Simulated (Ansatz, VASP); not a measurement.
# Cross-check of TiC between VASP and Ansatz, part 2 of 2

Wanted: the spread between two codes on one cell, functional and k mesh. The cell is taken from a series of runs on this material, whose earlier steps may have relaxed, scaled, displaced or heated it; both programs get it as it stands.

VASP 6.6.1 and Ansatz 0.2.0.

So far: Starting point; VASP: zone-centre phonons, PBEsol.

## (3) Ansatz: zone-centre phonons, PBEsol

Level of this step: Ansatz beside VASP: Kohn-Sham DFT, plane waves, PBEsol (Ansatz).

Ansatz runs on its PAW soft_1 files.

The same cell, functional, mesh and smearing now go to Ansatz, which takes its cutoff from its data sets.

input.yaml reads:

```yaml
crystal:
  lattice:
    - [-0.0567211891, 2.1173067746, 2.159846728]
    - [2.1173067746, -0.0567211891, 2.159846728]
    - [2.0605855855, 2.0605855855, 0.0]
  atoms:
    - { symbol: C, position: [0.5, 0.5, 0.5] }
    - { symbol: Ti, position: [0.0, 0.0, 0.0] }
kpoints:
  mp_grid: { grid: [16, 16, 16] }
hamiltonian:
  xc: pbesol
  pseudopotentials: { kind: paw, azcp: { folder: soft_1 }, xc_functional: pbe }
scf:
  occupations: { method: methfessel_paxton, width: 0.2 }
output:
  eigenvalues: true
phonons:
  method: dfpt
```

On the command line:

```sh
> ansatz run input.yaml --threads 4 --pin off --max-ram 10240MiB --backend cpu --events-out ev --progress --plain --runs-dir out
```

Numbers of over 12 decimals in the logs are rounded to 6 here.

Log:

```text
zone centre: on kpoints.mp_grid the ground state, and the responses unless they are solved on pairs of k-points, stand on 1098 of the mesh's 4096 k-points, reduced under 4 symmetry operations, with k and −k counted as one. Each operation leaves every solved displacement unchanged or reverses it
Engine: ansatz 0.2.0, x86_64-unknown-linux-gnu
Pseudopotentials: kind: paw
Pseudopotential: C, paw, valence charge 4, recommended cutoff 420 eV (normal), soft_1/C.paw.azcp
Pseudopotential: Ti, paw, valence charge 12, recommended cutoff 420 eV (normal), soft_1/Ti.paw.azcp
Functional definition: PBEsol
  exchange = pbesol_x
  correlation = pbesol_c
Crystal: 2 atoms, lattice volume = 19.351 Å³
Basis set: ecut = 420 eV, 363 PW (Γ), exchange–correlation on 48×48×48 points (8 copies of the dense FFT grid, shifted against one another)
Bands: 12, of which v1, the nominal top of the filled ones, is band 8 counted from 1 (7 counted from 0)
Symmetry: 8 space group operations
k-points: 1098 of 4096 (irreducible under 4 space group operations)
Non-local potential: C, projectors of the file, l = 0: 2, l = 1: 2, l = 2: 1
Non-local potential: Ti, projectors of the file, l = 0: 3, l = 1: 2, l = 2: 3, l = 3: 1
PAW form: soft (Blöchl's): semilocal exchange-correlation on the pseudo side does not see the compensation charge
PAW frozen core: C, regenerated for the run's functional, and the local potential with it (the file was generated under x = pbe(κ = 0.804, μ = 0.219515), c = pbe(β = 0.066725))
PAW frozen core: Ti, regenerated for the run's functional, and the local potential with it (the file was generated under x = pbe(κ = 0.804, μ = 0.219515), c = pbe(β = 0.066725))
PAW one-centre angular grid: C, 110 points (default); XC on 64 Gauss nodes
PAW one-centre angular grid: Ti, 590 points (default); XC on 64 Gauss nodes
Initial density: superposition of atomic densities (chi_scale 0.1, normalization cell, long waves kept (reshape's long-wave potential 0.00 eV rms))
Initial wavefunctions: pseudopotential atomic-orbital guess
Functional: x = pbesol(κ = 0.804, μ = 0.123457), c = pbesol(β = 0.046)
SCF iter   1: F=—  HF=-2723.373395 eV  |F-HF|=—  |Δ(HF+E_count)|=         —  Δρ=1.40e-1  dr2=4.86e0  ethr=3.10e-3  ⟨swp⟩=4.2  Hψ=63138  notcnv=0
preconditioner: auto → none  [metal: Δε(μ)=0.059 eV  Ē_g=20.491 eV  σ=0.200 eV  W_gap=0.24  n_scr=8 (ndim 8)  ℏωp=31.6 eV  f_vac=0.000  D(μ)=0.15/eV (n_scr^D=0)  sad-step TF]
SCF iter   2: F=—  HF=-2722.881768 eV  |F-HF|=—  |Δ(HF+E_count)|=   4.92e-1  S|Δr|=    0.00e0  Δρ=9.88e-2  dr2=2.46e0  ethr=3.10e-3  ⟨swp⟩=2.0  Hψ=26231  notcnv=0  defer=1
SCF iter   3: F=—  HF=-2722.381295 eV  |F-HF|=—  |Δ(HF+E_count)|=   5.00e-1  S|Δr|=    0.00e0  Δρ=8.20e-3  dr2=7.14e-3  ethr=3.10e-3  ⟨swp⟩=2.8  Hψ=26238  notcnv=1  defer=1
SCF iter   4: F=—  HF=-2722.378397 eV  |F-HF|=—  |Δ(HF+E_count)|=   2.90e-3  S|Δr|=    0.00e0  Δρ=1.39e-3  dr2=1.47e-4  ethr=4.46e-5  ⟨swp⟩=2.0  Hψ=31260  notcnv=0  defer=1
SCF iter   5: F=—  HF=-2722.378570 eV  |F-HF|=—  |Δ(HF+E_count)|=   1.74e-4  S|Δr|=    0.00e0  Δρ=3.64e-4  dr2=1.67e-5  ethr=9.22e-7  ⟨swp⟩=2.0  Hψ=17574  notcnv=0  defer=1
SCF iter   6: F=—  HF=-2722.378571 eV  |F-HF|=—  |Δ(HF+E_count)|=   3.47e-7  S|Δr|=    0.00e0  Δρ=2.24e-5  dr2=6.45e-8  ethr=1.04e-7  ⟨swp⟩=2.3  Hψ=21052  notcnv=0  defer=1
SCF iter   7: F=—  HF=-2722.378572 eV  |F-HF|=—  |Δ(HF+E_count)|=   7.77e-7  S|Δr|=    0.00e0  Δρ=2.22e-6  dr2=6.37e-10  ethr=4.03e-10  ⟨swp⟩=2.9  Hψ=21691  notcnv=0
SCF iter   8: F=—  HF=-2722.378572 eV  |F-HF|=—  |Δ(HF+E_count)|=  1.41e-10  S|Δr|=    0.00e0  Δρ=5.88e-7  dr2=6.21e-11  ethr=3.98e-12  ⟨swp⟩=2.5  Hψ=20667  notcnv=0
SCF iter   9: F=-2722.378572 eV  HF=-2722.378572 eV  |F-HF|=2.73e-12  |Δ(HF+E_count)|=  2.23e-11  S|Δr|=    0.00e0  Δρ=1.11e-7  dr2=2.46e-12  ethr=1.00e-12  ⟨swp⟩=5.0  Hψ=47544  notcnv=0
the search or the solves at the SCF's close seem to have found levels that the self-consistency loop had missed (the run counts 1). By its estimate they hold under 1e-12 electrons; where the run keeps them, the occupations were computed again with them
SCF 1 converged in 9 iterations: F = -2722.378572 eV  dr2 = 2.46e-12
  greatest PAW one-centre occupation: 0.998 electrons in one spin orbital (limit 2), on the Ti atom at site 1 (counted from 0), in its partial waves of l = 0
DFPT response loops at Γ: preconditioner auto → Kerker (q_TF=auto, 2.643 Å⁻¹) (partly filled bands, converged f_vac=0.000); β = 1.00, the filter's whole step (`scf.mixing.beta` (0.50) is not read by the response loops under this deck's `scf.mixing.preconditioner`; to damp them name `kerker` or `kerker_dos`, under which they read `scf.mixing.beta`, and type it under 1.00, their step now; both keys bind the ground state too); Broyden in place of MSR1
SCF converged after 9 iterations
Stability not checked: this state was not tested for a lower state beside it, because cold or Methfessel-Paxton smearing, or corrected tetrahedra, fill the levels in a way that the test cannot read (fill_not_monotonic; see scf.lower_state_search)
Free energy (F): -2722.378572 eV
Harris-Foulkes:  -2722.378572 eV  (|F-HF|=2.73e-12)
Internal energy: -2722.378607 eV  (E = F + TS)
E sigma→0 (E₀):  -2722.378580 eV
Entropy (-TS):   0.000035 eV (0.018 meV/atom)
Fermi energy:    15.375388 eV
--- Per-component energies (eV) ---
  E_band       = -98.509823
  E_kinetic    = 368.608666
  E_local      = -800.653963  (includes V_loc(G=0)·N_el)
  E_nonlocal   = 84.800067
  E_hartree    = 317.217243
  E_xc         = -164.164699
  E_vxc        = -205.761305  (∫ρ·V_xc dr)
  E_paw        = -1112.439795  (= ΣΔE_a)
  E_vpaw       = -179.937762  (= ΣTr[D̂ρ^β])
  E_aug_tail   = -0.000066  (compensation charges beyond the density's cutoff)
  E_ewald      = -1415.906545
  E_core_change = 0.160485  (= ΣΔE_core)
  E_smearing   = 0.000035  (= −TS)
  E_closure    = 0.000000  (closes the sum)
  Σ components = -2722.378572   (vs F -2722.378572, Δ=0.00e0)
--- Band table (eV; the first three rows and the last of 1098) ---
  k-point 0: bands = [... 4 lower, 2.7668, 15.8276, 15.8976, 16.3892, 16.9412, 17.0542, 17.1376, 17.3109]
  k-point 1: bands = [... 4 lower, 2.8647, 15.6660, 15.6942, 15.9408, 16.2928, 16.4241, 17.5020, 18.2449]
  k-point 2: bands = [... 4 lower, 3.1519, 14.8678, 14.8800, 15.0943, 16.3203, 16.4935, 17.8038, 19.3533]
  k-point 1097: bands = [... 4 lower, 5.0605, 11.7331, 13.5601, 15.1266, 15.8705, 18.3114, 19.1405, 19.1443]
--- Phonons (Γ-DFPT): 4 representative perturbations + reference, on 1098 of 4096 k-points (Σ response iterations 12) ---
  k mesh reduced under 4 symmetry operations, with k and −k counted as one. Each operation leaves every solved displacement unchanged or reverses it
  ASR residual: 5.354e-5 → 0.000e0 eV/Å²; symmetrization residual: 9.595e-7 eV/Å²
  ASR residual per site (eV/Å²): 2.80e-5 5.35e-5
  Γ frequencies (cm⁻¹): 0.00 0.00 0.00 529.43 547.75 612.56
  non-analytic LO–TO correction: not included (Born effective charges unavailable; polar crystals: no LO–TO splitting at Γ)
```

## (4) Comparison

Known differences besides the potentials themselves: the cutoff is 420 eV in Ansatz and 600 eV in VASP; Ansatz makes its cores anew for this functional, VASP keeps those of its PBE data sets. Total energies have different zeros and are not compared.

Both answers:

```csv
quantity,Ansatz,VASP,difference
optical mode 1 (cm⁻¹),529.4,529.9,-0.09 %
optical mode 2 (cm⁻¹),547.8,548.3,-0.10 %
optical mode 3 (cm⁻¹),612.6,613.1,-0.09 %
```

Modes are paired by rising frequency, not by their patterns, so a pair may set unlike modes beside each other; they are those without the splitting of longitudinal modes.

## (5) What came out

| Property | Result |
| --- | --- |
| r.m.s. difference of the optical zone-centre modes, each program's sorted by frequency (zone-centre phonons, PBEsol) | 0.53 cm⁻¹ |

**Reading.** The r.m.s. difference of the optical zone-centre modes, each program's sorted by frequency is 0.53 cm⁻¹ (zone-centre phonons, PBEsol). How closely two codes agree says nothing of how well the functional describes the real material.

[Lines on the potential files, build, host, timing and source positions are cut from VASP's logs without a mark.]

[Logs are printed without paths, hosts, clocks, repeated set-up lines and the standing remarks that a program may print on its own settings, such as how far it seeks lower states.]

[Hosts, paths, dates, database ids (printed as entryN), source tags and the programs' standing remarks are cut or masked in the printed files.]
